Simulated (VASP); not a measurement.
# AsRu under strain, part 2 of 2

Aim: follow the pressure of AsRu through compression, expansion and shear. All runs use PBEsol. Left out of this account: at least 1 further run (fields: a reference on another mesh). The start is a computed cell from the Materials Project.

VASP 6.6.1; PBEsol; plane waves and PAW (As, Ru_pv).

Still holding for the runs below: Spin-orbit coupling is off here; it would split degenerate levels.

So far, pressure (GPa): step 2 (bands, cell as listed) -4.13; step 3 (cell volume +4.0 %) -11.2; step 4 (cell volume +8.0 %) -16.8; step 5 (bands, sheared, principal strains -2.5, +0.8, +1.7 %) -3.90.

## Step 6: Bands, volume times 0.96

The cell is compressed evenly, with fractional positions held.

INCAR

```
SYSTEM = AsRu
PREC = Accurate
ENCUT = 400
EDIFF = 1E-06
NELM = 100
ISMEAR = -1
SIGMA = 0.05
LREAL = .FALSE.
ALGO = Normal
GGA = PS
NBANDS = 59
LASPH = .TRUE.
LORBIT = 11
LWAVE = .FALSE.
LCHARG = .FALSE.
KPAR = 8
```

POSCAR

```
AsRu
1.0
    5.6540411557      0.0000000000      0.0000000000
    0.0000000000      3.2975999637      0.0000000000
    0.0000000000      0.0000000000      6.2826169778
As Ru
4 4
Direct
    0.6962201500      0.2500000000      0.0699048100
    0.3037798500      0.7500000000      0.9300951900
    0.1962201500      0.2500000000      0.4300951900
    0.8037798500      0.7500000000      0.5699048100
    0.4945708900      0.2500000000      0.7044635600
    0.5054291100      0.7500000000      0.2955364400
    0.9945708900      0.2500000000      0.7955364400
    0.0054291100      0.7500000000      0.2044635600
```

KPOINTS

```
Automatic mesh
0
Gamma
5 9 5
0 0 0
```

KPOINTS_OPT

```
Line mode
12
Line-mode
Reciprocal
  0.00000000   0.00000000   0.00000000 GAMMA
  0.00000000  -0.50000000   0.00000000 X

  0.00000000  -0.50000000   0.00000000 X
 -0.50000000  -0.50000000   0.00000000 S

 -0.50000000  -0.50000000   0.00000000 S
 -0.50000000   0.00000000   0.00000000 Y

 -0.50000000   0.00000000   0.00000000 Y
  0.00000000   0.00000000   0.00000000 GAMMA

  0.00000000   0.00000000   0.00000000 GAMMA
  0.00000000   0.00000000  -0.50000000 Z

  0.00000000   0.00000000  -0.50000000 Z
  0.00000000  -0.50000000  -0.50000000 U

  0.00000000  -0.50000000  -0.50000000 U
 -0.50000000  -0.50000000  -0.50000000 R

 -0.50000000  -0.50000000  -0.50000000 R
 -0.50000000   0.00000000  -0.50000000 T

 -0.50000000   0.00000000  -0.50000000 T
  0.00000000   0.00000000  -0.50000000 Z

 -0.50000000   0.00000000   0.00000000 Y
 -0.50000000   0.00000000  -0.50000000 T

  0.00000000  -0.50000000  -0.50000000 U
  0.00000000  -0.50000000   0.00000000 X

 -0.50000000  -0.50000000   0.00000000 S
 -0.50000000  -0.50000000  -0.50000000 R
```

PAW data sets: As and Ru_pv (PBE family, release 64).

On the command line:

```console
$ mpirun -np 8 vasp_std
```

It took 2.4 min on 8 MPI ranks of AMD EPYC 7R13 (Zen 3), shared host; peak memory 3.1 GiB.

This step gave:

```
SCF cycles              : 14
irreducible k-points    : 45
symmetry operations     : 8
free energy (TOTEN)     : -63.2695 eV
energy at zero smearing : -63.2469 eV
Fermi energy            : 10.35 eV
pressure                : 4.921 GPa
```

Electronic bands along the path, in eV, zero at the Fermi level; # counts the bands kept in this run:

```
          point    #19    #20    #21    #22    #23    #24   #25   #26
              Γ  -0.95  -0.91  -0.73  -0.44  -0.33   0.80  1.40  2.29
0.55 of the way  -1.12  -0.97  -0.43  -0.27   0.00   1.18  1.81  1.85
              X  -0.89  -0.89  -0.13  -0.13   0.18   0.18  1.52  1.52
0.55 of the way  -0.48  -0.48  -0.09  -0.09   0.07   0.07  1.48  1.48
              S  -0.46  -0.46   0.00   0.00   0.00   0.00  1.61  1.61
0.45 of the way  -0.89  -0.89  -0.08  -0.08   0.58   0.58  1.49  1.49
              Y  -0.82  -0.82  -0.70  -0.70   0.50   0.50  2.41  2.41
0.45 of the way  -1.17  -0.84  -0.57  -0.35   0.64   0.81  0.94  2.53
              Γ  -0.95  -0.91  -0.73  -0.44  -0.33   0.80  1.40  2.29
0.45 of the way  -1.44  -0.86  -0.67  -0.51   0.48   0.85  1.63  2.12
              Z  -1.24  -1.24  -0.65  -0.65   1.50   1.50  1.94  1.94
0.55 of the way  -1.00  -1.00  -0.54  -0.54   0.79   0.79  1.63  1.63
              U  -0.96  -0.96  -0.03  -0.03   0.00   0.00  1.33  1.33
0.45 of the way  -0.86  -0.86  -0.03  -0.03   0.02   0.02  1.55  1.55
              R  -0.92  -0.92  -0.01  -0.01  -0.01  -0.01  2.55  2.55
0.45 of the way  -0.97  -0.97  -0.20  -0.20   0.68   0.68  1.33  1.33
              T  -1.16  -1.16  -0.41  -0.41   1.39   1.39  1.54  1.54
0.55 of the way  -0.82  -0.82  -0.73  -0.73   1.24   1.24  2.03  2.03
              Z  -1.24  -1.24  -0.65  -0.65   1.50   1.50  1.94  1.94
      jump to Y  -0.82  -0.82  -0.70  -0.70   0.50   0.50  2.41  2.41
0.45 of the way  -0.91  -0.91  -0.67  -0.67   0.77   0.77  2.22  2.22
              T  -1.16  -1.16  -0.41  -0.41   1.39   1.39  1.54  1.54
      jump to U  -0.96  -0.96  -0.03  -0.03   0.00   0.00  1.33  1.33
0.55 of the way  -0.98  -0.98  -0.09  -0.09   0.11   0.11  1.32  1.32
              X  -0.89  -0.89  -0.13  -0.13   0.18   0.18  1.52  1.52
      jump to S  -0.46  -0.46   0.00   0.00   0.00   0.00  1.61  1.61
```

Of the projections kept (As, Ru), the largest for each band there, as a share of the weight inside these atoms' spheres; weight between the spheres isn't counted:

```csv
point,#19,#20,#21,#22,#23,#24,#25,#26
Γ,Ru 0.90,Ru 0.98,As 0.54,Ru 0.96,Ru 0.93,Ru 0.90,Ru 0.53,Ru 0.76
X,Ru 0.88,Ru 0.88,Ru 0.96,Ru 0.96,Ru 0.98,Ru 0.98,Ru 0.92,Ru 0.92
S,Ru 0.91,Ru 0.91,Ru 0.96,Ru 0.96,Ru 0.96,Ru 0.96,Ru 0.78,Ru 0.78
Y,Ru 0.94,Ru 0.94,Ru 0.98,Ru 0.98,Ru 0.65,Ru 0.65,Ru 0.54,Ru 0.54
Γ,Ru 0.90,Ru 0.98,As 0.54,Ru 0.96,Ru 0.93,Ru 0.90,Ru 0.53,Ru 0.76
Z,Ru 0.88,Ru 0.88,Ru 0.98,Ru 0.98,Ru 0.85,Ru 0.85,Ru 0.57,Ru 0.57
```

Force by atom:

```csv
atom,x (eV/Å),y (eV/Å),z (eV/Å),size
As1,-0.051,0.000,-0.089,0.102
As2,0.051,0.000,0.089,0.102
As3,-0.051,0.000,0.089,0.102
As4,0.051,0.000,-0.089,0.102
Ru5,0.228,0.000,-0.212,0.311
Ru6,-0.228,0.000,0.212,0.311
Ru7,0.228,0.000,0.212,0.311
Ru8,-0.228,0.000,-0.212,0.311
```

 The pressure is 4.92 GPa.

Between step 2 and this run (cell volume -4.0 %) the value for the pressure moves from -4.13 GPa to 4.92 GPa.

## Step 7: Bands, volume times 0.92

The cell is scaled evenly once more. A prediction first. A least-squares parabola for the 4 pressures of evenly scaled cells so far, P = -4.10 -201.4 t +474 t² GPa with t = ln(V/V₁) and V₁ the volume at scale 1, gives 15.98 GPa at t = -0.0834.

INCAR is that of step 6.

POSCAR: that of step 6 with these lines changed.

```diff
@@ -2,5 +2,5 @@
 1.0
-    5.6540411557      0.0000000000      0.0000000000
-    0.0000000000      3.2975999637      0.0000000000
-    0.0000000000      0.0000000000      6.2826169778
+    5.5743961643      0.0000000000      0.0000000000
+    0.0000000000      3.2511487064      0.0000000000
+    0.0000000000      0.0000000000      6.1941176264
 As Ru
```

KPOINTS is that of step 6.

KPOINTS_OPT is that of step 6.

On the command line:

```console
$ mpirun -np 8 vasp_std
```

Elapsed: 2.2 min, on 8 MPI ranks; peak memory 2.9 GiB; 17 min of CPU time.

Numbers from this step:

```
free energy (TOTEN)     : -62.9364 eV
energy at zero smearing : -62.9153 eV
Fermi energy            : 11.03 eV
pressure                : 16.42 GPa
```

Electronic bands along the path, in eV, zero at the Fermi level; # counts the bands kept in this run:

| point | #19 | #20 | #21 | #22 | #23 | #24 | #25 | #26 |
| --- | --- | --- | --- | --- | --- | --- | --- | --- |
| Γ | -1.03 | -0.99 | -0.77 | -0.48 | -0.35 | 0.84 | 1.59 | 2.39 |
| 0.45 of the way | -1.07 | -1.05 | -0.47 | -0.30 | -0.14 | 1.18 | 1.87 | 2.06 |
| X | -0.97 | -0.97 | -0.14 | -0.14 | 0.19 | 0.19 | 1.63 | 1.63 |
| 0.55 of the way | -0.52 | -0.52 | -0.10 | -0.10 | 0.07 | 0.07 | 1.60 | 1.60 |
| S | -0.49 | -0.49 | 0.00 | 0.00 | 0.00 | 0.00 | 1.74 | 1.74 |
| 0.45 of the way | -0.96 | -0.96 | -0.07 | -0.07 | 0.63 | 0.63 | 1.63 | 1.63 |
| Y | -0.88 | -0.88 | -0.76 | -0.76 | 0.58 | 0.58 | 2.50 | 2.50 |
| 0.55 of the way | -1.20 | -0.93 | -0.60 | -0.33 | 0.51 | 0.74 | 1.22 | 2.71 |
| Γ | -1.03 | -0.99 | -0.77 | -0.48 | -0.35 | 0.84 | 1.59 | 2.39 |
| 0.55 of the way | -1.58 | -0.89 | -0.84 | -0.58 | 0.77 | 0.98 | 1.86 | 2.17 |
| Z | -1.33 | -1.33 | -0.71 | -0.71 | 1.61 | 1.61 | 2.04 | 2.04 |
| 0.55 of the way | -1.07 | -1.07 | -0.59 | -0.59 | 0.85 | 0.85 | 1.74 | 1.74 |
| U | -1.03 | -1.03 | -0.03 | -0.03 | -0.01 | -0.01 | 1.39 | 1.39 |
| 0.45 of the way | -0.93 | -0.93 | -0.03 | -0.03 | 0.02 | 0.02 | 1.62 | 1.62 |
| R | -1.00 | -1.00 | -0.02 | -0.02 | -0.02 | -0.02 | 2.66 | 2.66 |
| 0.45 of the way | -1.06 | -1.06 | -0.21 | -0.21 | 0.73 | 0.73 | 1.45 | 1.45 |
| T | -1.26 | -1.26 | -0.43 | -0.43 | 1.46 | 1.46 | 1.71 | 1.71 |
| 0.55 of the way | -0.89 | -0.89 | -0.78 | -0.78 | 1.36 | 1.36 | 2.17 | 2.17 |
| Z | -1.33 | -1.33 | -0.71 | -0.71 | 1.61 | 1.61 | 2.04 | 2.04 |
| jump to Y | -0.88 | -0.88 | -0.76 | -0.76 | 0.58 | 0.58 | 2.50 | 2.50 |
| 0.55 of the way | -1.06 | -1.06 | -0.66 | -0.66 | 0.97 | 0.97 | 2.23 | 2.23 |
| T | -1.26 | -1.26 | -0.43 | -0.43 | 1.46 | 1.46 | 1.71 | 1.71 |
| jump to U | -1.03 | -1.03 | -0.03 | -0.03 | -0.01 | -0.01 | 1.39 | 1.39 |
| 0.45 of the way | -1.06 | -1.06 | -0.09 | -0.09 | 0.08 | 0.08 | 1.39 | 1.39 |
| X | -0.97 | -0.97 | -0.14 | -0.14 | 0.19 | 0.19 | 1.63 | 1.63 |
| jump to S | -0.49 | -0.49 | 0.00 | 0.00 | 0.00 | 0.00 | 1.74 | 1.74 |

Of the projections kept (As, Ru), the largest for each band there, as a share of the weight inside these atoms' spheres; weight between the spheres isn't counted:

| point | #19 | #20 | #21 | #22 | #23 | #24 | #25 | #26 |
| --- | --- | --- | --- | --- | --- | --- | --- | --- |
| Γ | Ru 0.90 | Ru 0.98 | As 0.54 | Ru 0.95 | Ru 0.92 | Ru 0.90 | As 0.51 | Ru 0.74 |
| X | Ru 0.87 | Ru 0.87 | Ru 0.96 | Ru 0.96 | Ru 0.98 | Ru 0.98 | Ru 0.92 | Ru 0.92 |
| S | Ru 0.90 | Ru 0.90 | Ru 0.96 | Ru 0.96 | Ru 0.96 | Ru 0.96 | Ru 0.77 | Ru 0.77 |
| Y | Ru 0.94 | Ru 0.94 | Ru 0.98 | Ru 0.98 | Ru 0.63 | Ru 0.63 | Ru 0.54 | Ru 0.54 |
| Γ | Ru 0.90 | Ru 0.98 | As 0.54 | Ru 0.95 | Ru 0.92 | Ru 0.90 | As 0.51 | Ru 0.74 |
| Z | Ru 0.87 | Ru 0.87 | Ru 0.98 | Ru 0.98 | Ru 0.85 | Ru 0.85 | Ru 0.57 | Ru 0.57 |

Force by atom:

| atom | x (eV/Å) | y (eV/Å) | z (eV/Å) | size |
| --- | --- | --- | --- | --- |
| As1 | -0.163 | 0.000 | -0.165 | 0.232 |
| As2 | 0.163 | 0.000 | 0.165 | 0.232 |
| As3 | -0.163 | 0.000 | 0.165 | 0.232 |
| As4 | 0.163 | 0.000 | -0.165 | 0.232 |
| Ru5 | 0.376 | 0.000 | -0.341 | 0.508 |
| Ru6 | -0.376 | 0.000 | 0.341 | 0.508 |
| Ru7 | 0.376 | 0.000 | 0.341 | 0.508 |
| Ru8 | -0.376 | 0.000 | -0.341 | 0.508 |

 The pressure is 16.42 GPa. The parabola predicted 15.98 GPa, -0.44 GPa off.

## Step 8: Bands, atoms displaced by up to 0.05 Å

In the first cell the atoms are moved off their sites at random; since the same shifts repeat in every cell, this is a frozen displacement of whole sublattices.

INCAR is that of step 7.

POSCAR

```
AsRu
1.0
    5.7315034000      0.0000000000      0.0000000000
    0.0000000000      3.3427781800      0.0000000000
    0.0000000000      0.0000000000      6.3686909200
As Ru
4 4
Direct
    0.6953900000      0.2525010000      0.0749330000
    0.3035090000      0.7637470000      0.9341090000
    0.1990430000      0.2396870000      0.4316080000
    0.8071700000      0.7533070000      0.5696590000
    0.4910680000      0.2554600000      0.6996500000
    0.4977200000      0.7566400000      0.2932370000
    0.9915970000      0.2420050000      0.7915010000
    0.0126820000      0.7432100000      0.2010700000
```

KPOINTS is that of step 7.

KPOINTS_OPT is that of step 7.

On the command line:

```console
$ mpirun -np 8 vasp_std
```

Elapsed: 3.8 min, on 8 MPI ranks; peak memory 5.7 GiB.

Numbers from this step:

* SCF cycles: 16
* irreducible k-points: 113
* symmetry operations: 1
* free energy (TOTEN): -63.1794 eV
* energy at zero smearing: -63.1552 eV
* Fermi energy: 9.722 eV
* pressure: -3.554 GPa

The electronic bands at the labelled points (eV, zero at the Fermi level; # counts the bands kept in this run):

| point | #19 | #20 | #21 | #22 | #23 | #24 | #25 | #26 |
| --- | --- | --- | --- | --- | --- | --- | --- | --- |
| Γ | -0.94 | -0.83 | -0.63 | -0.40 | -0.29 | 0.74 | 1.26 | 2.15 |
| 0.45 of the way | -0.95 | -0.86 | -0.44 | -0.27 | -0.12 | 1.03 | 1.68 | 1.85 |
| X | -0.84 | -0.78 | -0.14 | -0.09 | 0.17 | 0.19 | 1.40 | 1.42 |
| 0.55 of the way | -0.47 | -0.41 | -0.10 | -0.06 | 0.06 | 0.07 | 1.37 | 1.38 |
| S | -0.41 | -0.35 | -0.04 | 0.00 | 0.04 | 0.04 | 1.39 | 1.47 |
| 0.45 of the way | -0.85 | -0.81 | -0.15 | -0.03 | 0.47 | 0.56 | 1.31 | 1.42 |
| Y | -0.81 | -0.76 | -0.68 | -0.60 | 0.36 | 0.55 | 2.21 | 2.35 |
| 0.45 of the way | -1.09 | -0.78 | -0.53 | -0.31 | 0.57 | 0.77 | 0.90 | 2.34 |
| Γ | -0.94 | -0.83 | -0.63 | -0.40 | -0.29 | 0.74 | 1.26 | 2.15 |
| 0.45 of the way | -1.33 | -0.81 | -0.59 | -0.46 | 0.48 | 0.75 | 1.47 | 2.00 |
| Z | -1.17 | -1.10 | -0.61 | -0.55 | 1.32 | 1.40 | 1.74 | 1.77 |
| 0.55 of the way | -0.95 | -0.91 | -0.52 | -0.45 | 0.73 | 0.76 | 1.48 | 1.56 |
| U | -0.90 | -0.84 | -0.05 | -0.01 | 0.01 | 0.02 | 1.26 | 1.30 |
| 0.55 of the way | -0.77 | -0.76 | -0.05 | -0.02 | 0.02 | 0.04 | 1.57 | 1.62 |
| R | -0.83 | -0.80 | -0.05 | -0.02 | 0.01 | 0.02 | 2.31 | 2.39 |
| 0.55 of the way | -1.06 | -0.98 | -0.19 | -0.13 | 0.86 | 1.00 | 1.11 | 1.25 |
| T | -1.11 | -1.02 | -0.43 | -0.36 | 1.12 | 1.37 | 1.42 | 1.50 |
| 0.45 of the way | -0.85 | -0.79 | -0.60 | -0.55 | 1.01 | 1.12 | 1.79 | 1.95 |
| Z | -1.17 | -1.10 | -0.61 | -0.55 | 1.32 | 1.40 | 1.74 | 1.77 |
| jump to Y | -0.81 | -0.76 | -0.68 | -0.60 | 0.36 | 0.55 | 2.21 | 2.35 |
| 0.45 of the way | -0.88 | -0.81 | -0.68 | -0.58 | 0.61 | 0.79 | 2.03 | 2.10 |
| T | -1.11 | -1.02 | -0.43 | -0.36 | 1.12 | 1.37 | 1.42 | 1.50 |
| jump to U | -0.90 | -0.84 | -0.05 | -0.01 | 0.01 | 0.02 | 1.26 | 1.30 |
| 0.45 of the way | -0.91 | -0.88 | -0.10 | -0.06 | 0.08 | 0.10 | 1.20 | 1.20 |
| X | -0.84 | -0.78 | -0.14 | -0.09 | 0.17 | 0.19 | 1.40 | 1.42 |
| jump to S | -0.41 | -0.35 | -0.04 | 0.00 | 0.04 | 0.04 | 1.39 | 1.47 |

Of the projections kept (As, Ru), the largest for each band there, as a share of the weight inside these atoms' spheres; weight between the spheres isn't counted:

```csv
point,#19,#20,#21,#22,#23,#24,#25,#26
Γ,Ru 0.93,Ru 0.92,Ru 0.54,Ru 0.97,Ru 0.93,Ru 0.91,Ru 0.58,Ru 0.75
X,Ru 0.88,Ru 0.89,Ru 0.96,Ru 0.96,Ru 0.98,Ru 0.98,Ru 0.92,Ru 0.92
S,Ru 0.91,Ru 0.92,Ru 0.96,Ru 0.96,Ru 0.96,Ru 0.96,Ru 0.78,Ru 0.78
Y,Ru 0.92,Ru 0.95,Ru 0.98,Ru 0.98,Ru 0.67,Ru 0.65,Ru 0.54,Ru 0.58
Γ,Ru 0.93,Ru 0.92,Ru 0.54,Ru 0.97,Ru 0.93,Ru 0.91,Ru 0.58,Ru 0.75
Z,Ru 0.89,Ru 0.89,Ru 0.98,Ru 0.99,Ru 0.84,Ru 0.82,Ru 0.63,Ru 0.58
```

Force by atom:

```
atom  x (eV/Å)  y (eV/Å)  z (eV/Å)  size
 As1      0.33      0.01     -0.44  0.55
 As2      0.32     -0.33     -0.60  0.76
 As3     -0.41      0.30     -0.24  0.56
 As4     -0.50     -0.23     -0.25  0.61
 Ru5      0.35      0.10      0.41  0.55
 Ru6      0.95     -0.14      0.34  1.02
 Ru7      0.10      0.29      0.51  0.59
 Ru8     -1.14      0.00      0.27  1.17
```

 The pressure is -3.55 GPa, and the symmetry operations fall from 8 to 1.

## Step 9: Side by side

```
                                         cell   mesh  pressure (GPa)  gap (eV)
                               cell as listed  5×9×5           -4.13      none
                            volume times 1.04  5×9×5          -11.24      none
                            volume times 1.08  5×9×5          -16.80      none
sheared, principal strains -2.5, +0.8, +1.7 %  5×9×5           -3.90      none
                            volume times 0.96  5×9×5            4.92      none
                            volume times 0.92  5×9×5           16.42      none
              atoms displaced by up to 0.05 Å  5×9×5           -3.55      none
```

## Step 10: Results

- pressure, cell as listed: -4.13 GPa
- pressure, volume times 1.04: -11.2 GPa
- pressure, volume times 1.08: -16.8 GPa
- pressure, sheared, principal strains -2.5, +0.8, +1.7 %: -3.90 GPa
- pressure, volume times 0.96: 4.92 GPa
- pressure, volume times 0.92: 16.4 GPa
- pressure, atoms displaced by up to 0.05 Å: -3.55 GPa
- bulk modulus at the listed volume, shape and positions held: 203 GPa

What this shows: The slope of pressure against ln V at the listed volume gives a bulk modulus of 203 GPa at fixed shape and positions, above that of a cell free to relax. The atoms were not relaxed in the changed cells. Spin-orbit coupling is left out; it would split some degenerate bands.

[Lines on the potential files, build, host, timing and source positions are cut from VASP's logs without a mark.]

[Logs are printed without paths, hosts, clocks, repeated set-up lines and the standing remarks that a program may print on its own settings, such as how far it seeks lower states.]

[Hosts, paths, dates, database ids (printed as entryN), source tags and the programs' standing remarks are cut or masked in the printed files.]

[A measured line is paired with the nearest computed mode of its activity, which favours agreement.]

[In band tables of VASP the shares of atoms and orbitals are scaled to a sum of 1 inside the atoms' spheres.]
